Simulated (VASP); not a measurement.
# GW-BSE spectrum of In2O3, part 3 of 3

Aim: the optical spectrum of In2O3 with the electron-hole interaction. The cell has space group R-3c. The start is a cell from a database of measured crystal structures.

VASP 6.6.1, plane waves and PAW; the level of theory is named at each step.

So far, quasiparticle gap on the mesh (eV): step 4 (G0W0) 2.31.

## (5) BSE, Tamm-Dancoff

This step: BSE on G0W0 on LDA; plane waves and PAW (In_d_GW, O_GW) (VASP 6.6.1).

The Bethe-Salpeter equation adds the screened attraction of electron and hole to the quasiparticle pairs; ANTIRES = 0 leaves out the coupling to antiresonant pairs.

INCAR

```
SYSTEM = In2O3
PREC = Accurate
ENCUT = 440
ISMEAR = 0
SIGMA = 0.01
LREAL = .FALSE.
GGA = CA
NBANDS = 288
ALGO = BSE
NBANDSO = 4
NBANDSV = 4
OMEGAMAX = 25
NEDOS = 1000
CSHIFT = 0.1
PRECFOCK = Fast
LWAVE = .FALSE.
LCHARG = .FALSE.
ENCUTGW = 100
ANTIRES = 0
```

POSCAR

```
In2O3
1.0
    2.7435000000      1.5839604635      4.8366666667
   -2.7435000000      1.5839604635      4.8366666667
    0.0000000000     -3.1679209270      4.8366666667
In O
4 6
Direct
    0.3573100000      0.3573100000      0.3573100000
    0.1426900000      0.1426900000      0.1426900000
    0.6426900000      0.6426900000      0.6426900000
    0.8573100000      0.8573100000      0.8573100000
    0.5480000000      0.9520000000      0.2500000000
    0.2500000000      0.5480000000      0.9520000000
    0.9520000000      0.2500000000      0.5480000000
    0.4520000000      0.0480000000      0.7500000000
    0.7500000000      0.4520000000      0.0480000000
    0.0480000000      0.7500000000      0.4520000000
```

KPOINTS

```
Automatic mesh
0
Gamma
4 4 4
0 0 0
```

Potentials, in the order of the species: In_d_GW and O_GW (LDA family, release 64).

The run is started by

```bash
mpirun -np 8 vasp_std
```

What it wrote:

```text
[banner, memory and clock lines left out]
running    8 mpi-ranks, on    1 nodes
 distrk:  each k-point on    8 cores,    1 groups
 distr:  one band on    1 cores,    8 groups

 POSCAR found type information on POSCAR InO
 POSCAR found :  2 types and      10 ions
|                                                                             |
|           W    W    AA    RRRRR   N    N  II  N    N   GGGG   !!!           |
|           W    W   A  A   R    R  NN   N  II  NN   N  G    G  !!!           |
|           W    W  A    A  R    R  N N  N  II  N N  N  G       !!!           |
|           W WW W  AAAAAA  RRRRR   N  N N  II  N  N N  G  GGG   !            |
|           WW  WW  A    A  R   R   N   NN  II  N   NN  G    G                |
|           W    W  A    A  R    R  N    N  II  N    N   GGGG   !!!           |
|                                                                             |
|     For optimal performance we recommend to set                             |
|       NCORE = 2 up to number-of-cores-per-socket                            |
|     NCORE specifies how many cores store one orbital (NPAR=cpu/NCORE).      |
|     This setting can greatly improve the performance of VASP for DFT.       |
|     The default, NCORE=1 might be grossly inefficient on modern             |
|     multi-core architectures or massively parallel machines. Do your        |
|     Unfortunately you need to use the default for GW and RPA                |
|     calculations (for HF NCORE is supported but not extensively tested      |
|     yet).                                                                   |
|                                                                             |

|                                                                             |
|           W    W    AA    RRRRR   N    N  II  N    N   GGGG   !!!           |
|           W    W   A  A   R    R  NN   N  II  NN   N  G    G  !!!           |
|           W    W  A    A  R    R  N N  N  II  N N  N  G       !!!           |
|           W WW W  AAAAAA  RRRRR   N  N N  II  N  N N  G  GGG   !            |
|           WW  WW  A    A  R   R   N   NN  II  N   NN  G    G                |
|           W    W  A    A  R    R  N    N  II  N    N   GGGG   !!!           |
|                                                                             |
|     The default for ENCUTGWSOFT is different in this version of VASP.       |
|     please manually set ENCUTGWSOFT =100 in the INCAR file.                 |
|                                                                             |

 LDA part: xc-table for (Slater(with rela. corr.)+CA(PZ))
 , standard interpolation
 found WAVECAR, reading the header
 POSCAR, INCAR and KPOINTS ok, starting setup
 FFT: planning ... GRIDC
 FFT: planning ... GRID_SOFT
 FFT: planning ... GRID
 reading WAVECAR
 the WAVECAR file was read successfully
 initial charge from wavefunction
 available memory per node:     36.88 GB, setting MAXMEM to     37769

 The Fermi energy was updated, please check that it is located mid-gap
 values below the HOMO (VB) or above the LUMO (CB) will cause erroneous energies
 E-fermi :   4.4135

 the WAVEDER file was read successfully
 responsefunction array rank=     296

 min. memory requirement per mpi rank    258.9 MB, per node   2070.9 MB

 Doing            0  frequencies on each core in blocks of            0
 Found all WFULLXXXX.tmp files
 reading now WFULL0001.tmp
 reading now WFULL0002.tmp
 reading now WFULL0003.tmp
 reading now WFULL0004.tmp
 reading now WFULL0005.tmp
 reading now WFULL0006.tmp
 reading now WFULL0007.tmp
 reading now WFULL0008.tmp
 reading now WFULL0009.tmp
 reading now WFULL0010.tmp
 reading now WFULL0011.tmp
 reading now WFULL0012.tmp
 reading now WFULL0013.tmp
 parallelization over k-points
 Using distributed matrix
 Using distributed eigensolver
 allocating two-electron 4 orbital integral table    4    4    4    4
 BSE setting up matrix
 available memory per node:     36.68 GB, setting MAXMEM to     37556
 Calculate matrix elements of the BSE Hamiltonian:
 Workload is divided into blocks of two-electron 4 orbital integrals computed in
  parallel.
 Each block/integral has dimensions  of (   4,   4,   4,   4) orbitals
 Total number of blocks/integrals:                 2080
 Number of spins:                                     1
 Number of kpoints:                                  64
 Spin channel:                                        1
  Number of blocks of unoccupied bands:               1
  Number of blocks of occupied bands:                 1
 Number of rows/columns of blocks:                   64

                                                        Time (sec)
               Integrals                 Ranks       Real         CPU
  [         1 -        512/      2080]     8         1.43        0.00
  [       513 -       1024/      2080]     8         3.07        0.00
  [      1025 -       1536/      2080]     8         4.34        0.00
  [      1537 -       2048/      2080]     8         5.47        0.00
  [      2049 -       2080/      2080]     8         5.61        0.00

 BSE redistributing all elements
 BSE diagonalizing matrix PDSYEVX_ZHEEVX_DESC
 BSE calculating oscillator strength
```

Wall time 8.4 s (8 MPI ranks of Intel Xeon 6975P-C (Granite Rapids), shared host); peak memory 3.2 GiB.

Parts of OUTCAR (step 5):

```text
   NELECT =      88.0000    total number of electrons

 E-fermi :   4.4135

[... 9 parts as in an earlier step ...]

[... 1 further part left out ...]
```

This step gave:

- lowest excitation: 1.944 eV
- direct gap less the lowest excitation: 0.3981 eV

The imaginary dielectric function has structure finer than the step of the table below, so its rows give means over 1 eV, whole bins alone (the curve runs from 0 to 25 eV). Peaks (eV: height): xx 2.2: 1.43, 4.5: 1.84, 5.2: 1.83, 5.6: 2.06, 6.0: 1.92, 6.4: 1.70, 7.2: 2.18; zz 3.7: 2.12, 5.4: 1.98, 5.8: 3.20, 6.1: 4.02, 6.9: 3.03.

From 4 filled and 4 empty bands alone, without any pair above OMEGAMAX = 25 eV, so strength is missing wherever others contribute; lines are broadened by CSHIFT, which also makes the tail under the first line. The imaginary dielectric function by photon energy; means over each step:

```tsv
photon energy (eV)	xx	zz
1	0.0167	0.00582
2	0.397	0.0171
3	0.125	0.125
4	1.00	0.830
5	1.12	0.834
6	1.65	2.08
7	1.65	1.67
8	0.591	0.567
9	0.102	0.107
10	0.0189	0.0176
11	0.00939	0.00928
12	0.00587	0.00584
13	0.00401	0.00400
14	0.00291	0.00291
15	0.00220	0.00219
16	0.00172	0.00171
17	0.00137	0.00136
18	0.00111	0.00110
19	9.1e-4	9.1e-4
20	7.6e-4	7.6e-4
21	6.4e-4	6.4e-4
22	5.5e-4	5.4e-4
23	4.9e-4	4.8e-4
24	4.0e-4	4.0e-4
```

Some of the lowest 40 states alone, with states under 2.5 meV apart joined, scaled to the strongest line shown. Exciton lines, with heights relative to the strongest:

```tsv
position (eV)	lines merged	oscillator strength
1.944	2	0.0
2.183	2	100
3.514	2	0.0
3.521	2	1.0
3.664	3	73
3.683	2	24
3.691	2	0.0
3.701	3	61
3.852	2	40
3.860	3	0.0
3.871	1	0.0
3.996	2	0.0
4.020	1	26
4.055	2	38
4.097	1	0.0
```

The lowest excitation lies at 1.944 eV, -398 meV against the direct gap of these orbitals. It is dark; the first state with over 2 % of the strongest strength among the lowest 40 lies at 2.183 eV. No second mesh in this session tests these energies, peaks and heights.

## (6) Without the electron-hole attraction

This step: BSE on G0W0 on LDA, without the electron-hole attraction; plane waves and PAW (In_d_GW, O_GW) (VASP 6.6.1).

LADDER = .FALSE. removes the attraction and keeps the local fields, which shows what the attraction does.

INCAR, as its differences from that of step 5:

```diff
@@ -19 +19,2 @@
 ANTIRES = 0
+LADDER = .FALSE.
```

POSCAR is that of step 5.

KPOINTS is that of step 5.

The run is started by

```bash
mpirun -np 8 vasp_std
```

What it wrote:

```text
[banner, memory and clock lines left out]
 LDA part: xc-table for (Slater(with rela. corr.)+CA(PZ))
 , standard interpolation
 found WAVECAR, reading the header
 POSCAR, INCAR and KPOINTS ok, starting setup
 FFT: planning ... GRIDC
 FFT: planning ... GRID_SOFT
 FFT: planning ... GRID
 reading WAVECAR
 the WAVECAR file was read successfully
 initial charge from wavefunction
 available memory per node:     37.13 GB, setting MAXMEM to     38024

 Doing            0  frequencies on each core in blocks of            0
 parallelization over k-points
 Using distributed matrix
 Using distributed eigensolver
 allocating two-electron 4 orbital integral table    4    4    4    4
 BSE setting up matrix
 available memory per node:     36.99 GB, setting MAXMEM to     37876
 Calculate matrix elements of the BSE Hamiltonian:
 Workload is divided into blocks of two-electron 4 orbital integrals computed in
  parallel.
 Each block/integral has dimensions  of (   4,   4,   4,   4) orbitals
 Total number of blocks/integrals:                 2080
 Number of spins:                                     1
 Number of kpoints:                                  64
 Spin channel:                                        1
  Number of blocks of unoccupied bands:               1
  Number of blocks of occupied bands:                 1
 Number of rows/columns of blocks:                   64

                                                        Time (sec)
               Integrals                 Ranks       Real         CPU
  [         1 -        512/      2080]     8         0.65        0.00
  [       513 -       1024/      2080]     8         1.28        0.00
  [      1025 -       1536/      2080]     8         1.92        0.00
  [      1537 -       2048/      2080]     8         2.54        0.00
  [      2049 -       2080/      2080]     8         2.61        0.00

[... 7 parts as in an earlier step ...]
```

Run time: 5 s. Hardware: 8 MPI ranks; peak memory 2.5 GiB.

From OUTCAR (step 6):

```text
   NELECT =      88.0000    total number of electrons

 E-fermi :   4.4135

[... 9 parts as in an earlier step ...]

[... 1 further part left out ...]
```

This step gave:

```yaml
lowest_excitation: 2.345 eV
```

The imaginary dielectric function has structure finer than the step of the table below, so its rows give means over 0.5 eV, whole bins alone (the curve runs from 0 to 25 eV). Peaks (eV: height): xx 2.55: 1.15, 4.13: 0.967, 4.93: 1.53, 6.01: 1.76, 6.43: 2.20, 7.68: 2.70, 7.93: 2.35; zz 4.05: 1.51, 5.76: 1.28, 6.56: 3.44, 7.51: 3.56, 8.01: 2.29.

From 4 filled and 4 empty bands alone, without any pair above OMEGAMAX = 25 eV, so strength is missing wherever others contribute; lines are broadened by CSHIFT, which also makes the tail under the first line. Imaginary dielectric function against photon energy; means over each step:

```tsv
photon energy (eV)	xx	zz
0.5	0.00341	0.00170
1.0	0.00794	0.00360
1.5	0.0167	0.00597
2.0	0.0525	0.00932
2.5	0.579	0.0149
3.0	0.125	0.0270
3.5	0.0794	0.0769
4.0	0.559	0.771
4.5	0.702	0.544
5.0	0.857	0.142
5.5	0.778	0.552
6.0	1.43	0.999
6.5	1.73	2.09
7.0	1.35	1.40
7.5	2.20	2.79
8.0	1.84	1.73
8.5	0.550	0.768
9.0	0.234	0.437
9.5	0.0904	0.0745
10.0	0.150	0.0335
10.5	0.0291	0.0210
11.0	0.0156	0.0147
11.5	0.0110	0.0109
12.0	0.00836	0.00846
12.5	0.00662	0.00672
13.0	0.00539	0.00550
13.5	0.00446	0.00455
14.0	0.00377	0.00386
14.5	0.00323	0.00328
15.0	0.00279	0.00284
15.5	0.00242	0.00247
16.0	0.00212	0.00214
16.5	0.00188	0.00191
17.0	0.00168	0.00170
17.5	0.00149	0.00151
18.0	0.00135	0.00135
18.5	0.00121	0.00123
19.0	0.00110	0.00111
19.5	0.00100	0.00100
20.0	9.0e-4	9.1e-4
20.5	8.3e-4	8.4e-4
21.0	7.8e-4	7.9e-4
21.5	7.0e-4	7.0e-4
22.0	6.5e-4	6.6e-4
22.5	6.0e-4	6.0e-4
23.0	5.8e-4	5.8e-4
23.5	5.0e-4	5.0e-4
24.0	5.0e-4	5.0e-4
24.5	4.5e-4	4.5e-4
```

The lowest excitation lies at 2.345 eV, +401 meV against the Tamm-Dancoff singlet. It is dark; the first state with over 2 % of the strongest strength among the lowest 40 lies at 2.582 eV. No second mesh in this session tests these energies, peaks and heights.

## (7) Independent quasiparticles

This step: BSE on G0W0 on LDA, independent quasiparticles; plane waves and PAW (In_d_GW, O_GW) (VASP 6.6.1).

With LADDER and LHARTREE off the pairs don't interact at all, so the lowest line must equal the direct gap.

INCAR, as its differences from that of step 6:

```diff
@@ -20 +20,2 @@
 LADDER = .FALSE.
+LHARTREE = .FALSE.
```

POSCAR is that of step 6.

KPOINTS is that of step 6.

The run is started by

```bash
mpirun -np 8 vasp_std
```

What it wrote:

```text
[banner, memory and clock lines left out]
 LDA part: xc-table for (Slater(with rela. corr.)+CA(PZ))
 , standard interpolation
 found WAVECAR, reading the header
 POSCAR, INCAR and KPOINTS ok, starting setup
 FFT: planning ... GRIDC
 FFT: planning ... GRID_SOFT
 FFT: planning ... GRID
 reading WAVECAR
 the WAVECAR file was read successfully
 initial charge from wavefunction
 available memory per node:     37.06 GB, setting MAXMEM to     37951

 Doing            0  frequencies on each core in blocks of            0
 parallelization over k-points
 Using distributed matrix
 Using distributed eigensolver
 allocating two-electron 4 orbital integral table    4    4    4    4
 BSE setting up matrix
 available memory per node:     36.93 GB, setting MAXMEM to     37811
 Calculate matrix elements of the BSE Hamiltonian:
 Workload is divided into blocks of two-electron 4 orbital integrals computed in
  parallel.
 Each block/integral has dimensions  of (   4,   4,   4,   4) orbitals
 Total number of blocks/integrals:                 2080
 Number of spins:                                     1
 Number of kpoints:                                  64
 Spin channel:                                        1
  Number of blocks of unoccupied bands:               1
  Number of blocks of occupied bands:                 1
 Number of rows/columns of blocks:                   64

                                                        Time (sec)
               Integrals                 Ranks       Real         CPU
  [         1 -        512/      2080]     8         0.07        0.00
  [       513 -       1024/      2080]     8         0.16        0.00
  [      1025 -       1536/      2080]     8         0.24        0.00
  [      1537 -       2048/      2080]     8         0.31        0.00
  [      2049 -       2080/      2080]     8         0.32        0.00

[... 7 parts as in an earlier step ...]
```

Elapsed: 3.2 s, on 8 MPI ranks; peak memory 2.5 GiB; 20 s of CPU time.

From OUTCAR (step 7):

```text
   NELECT =      88.0000    total number of electrons

 E-fermi :   4.4135

[... 9 parts as in an earlier step ...]

[... 1 further part left out ...]
```

Numbers from this step:

```yaml
lowest_excitation: 2.342 eV
```

The imaginary dielectric function has structure finer than the step of the table below, so its rows give means over 1 eV, whole bins alone (the curve runs from 0 to 25 eV). Peaks (eV: height): xx 2.6: 1.19, 4.1: 1.03, 4.9: 1.67, 6.0: 1.78, 6.4: 2.19, 7.6: 2.64, 7.9: 2.43; zz 4.1: 1.58, 5.8: 1.36, 6.6: 3.74, 7.5: 3.40, 8.0: 2.05.

From 4 filled and 4 empty bands alone, without any pair above OMEGAMAX = 25 eV, so strength is missing wherever others contribute; lines are broadened by CSHIFT, which also makes the tail under the first line. Imaginary dielectric function against photon energy; means over each step:

```tsv
photon energy (eV)	xx	zz
1	0.00865	0.00377
2	0.115	0.00985
3	0.292	0.0314
4	0.511	0.593
5	0.747	0.252
6	1.55	1.23
7	1.60	2.13
8	1.61	1.59
9	0.210	0.379
10	0.0291	0.0344
11	0.0129	0.0144
12	0.00763	0.00829
13	0.00507	0.00540
14	0.00359	0.00378
15	0.00266	0.00279
16	0.00205	0.00213
17	0.00162	0.00167
18	0.00130	0.00134
19	0.00107	0.00110
20	8.9e-4	9.1e-4
21	7.4e-4	7.6e-4
22	6.3e-4	6.5e-4
23	5.4e-4	5.6e-4
24	4.8e-4	4.9e-4
```

The lowest excitation lies at 2.342 eV, +398 meV against the Tamm-Dancoff singlet. It is dark; the first state with over 2 % of the strongest strength among the lowest 40 lies at 2.579 eV. No second mesh in this session tests these energies, peaks and heights.

## (8) Summary

This step: BSE on G0W0 on LDA; plane waves and PAW (VASP 6.6.1).

This step runs nothing: it gathers the runs above.

Cost is wall time times ranks on a shared host, for this step alone, without the steps before it. Excitations by level:

```tsv
level	first excitation (eV)	cost (core minutes)
BSE, Tamm-Dancoff	1.944	1.12
without the electron-hole attraction	2.345	0.67
independent quasiparticles	2.342	0.43
```

## (9) Summary of results

```json
{"BSE, Tamm-Dancoff": "lowest vertical excitation 1.944 eV; direct gap 2.342 eV", "without the electron-hole attraction": "lowest vertical excitation 2.345 eV; direct gap 2.342 eV", "independent quasiparticles": "lowest vertical excitation 2.342 eV; direct gap 2.342 eV"}
```

What this shows: The Bethe-Salpeter equation puts the lowest vertical singlet excitation at 1.944 eV, 0.40 eV below the direct gap of 2.342 eV; the states within 10 meV of it carry 0 % of the strength of the strongest such group among the lowest 40 states. The attraction moves the centre of weight of eps2 xx over the computed range by -0.73 eV against the run without the attraction. The spectra were run on one mesh, so the distance from the gap isn't shown to be converged; coarse meshes tend to overstate it. Bands, response cutoff and mesh of the GW step weren't tested in this session. Only vertical pairs enter; the least gap on the mesh is indirect, 2.306 eV, and its phonon-assisted absorption is absent. Only the bands set by NBANDSO and NBANDSV form pairs, and any pair above OMEGAMAX = 25 eV is dropped, so the spectrum is that of this window; the window can cut degenerate bands, and the ratio of directions in the curves is that of the window, not of the crystal. Spin-orbit coupling is left out; with In in the cell it can split or shift band edges, by an amount that depends on which atoms form them and isn't tested here. The given cell is kept, although it stands at -6.4 GPa at LDA and ENCUT = 440 eV, which holds the mismatch of the given cell with this functional and any basis-set error. The atoms weren't relaxed and carry forces of up to 0.17 eV/Å at LDA in the first static run, so the numbers belong to the given coordinates, and a relaxation would change them. Not tabulated here, as repeats of values shown or as unfit to read for their mesh, reference level or band range: eps2 curves (empty bands); eps1 curves and static values (BSE, empty bands, independent quasiparticles, without the electron-hole attraction); line lists of runs without attraction (independent quasiparticles, without the electron-hole attraction).

Comparison with the measured values:

| quantity | measured | LDA | G0W0 on LDA |
| --- | --- | --- | --- |
| band gap (least gap) (eV) | 3.08 | 1.20 (-1.88 eV) | 2.31 (-0.77 eV) |

Measured values from pmc:11650617 (2024).

Verdict: For the band gap, of the levels listed nearest comes G0W0 on LDA (-0.77 eV) and farthest LDA (-1.88 eV). An optical gap can lie under the band gap by the exciton's binding. Spin-orbit coupling, left out here, can change the gap with such heavy elements. Zero-point and thermal motion shift the measured gap. No cell relaxation is part of this session.

[Lines on the potential files, build, host, timing and source positions are cut from VASP's logs without a mark.]

[Logs are printed without paths, hosts, clocks, repeated set-up lines and the standing remarks that a program may print on its own settings, such as how far it seeks lower states.]

[Hosts, paths, dates, database ids (printed as entryN), source tags and the programs' standing remarks are cut or masked in the printed files.]

[Pressures printed for these runs are not shown converged in the cutoff: they can be off by several GPa and have the wrong sign.]
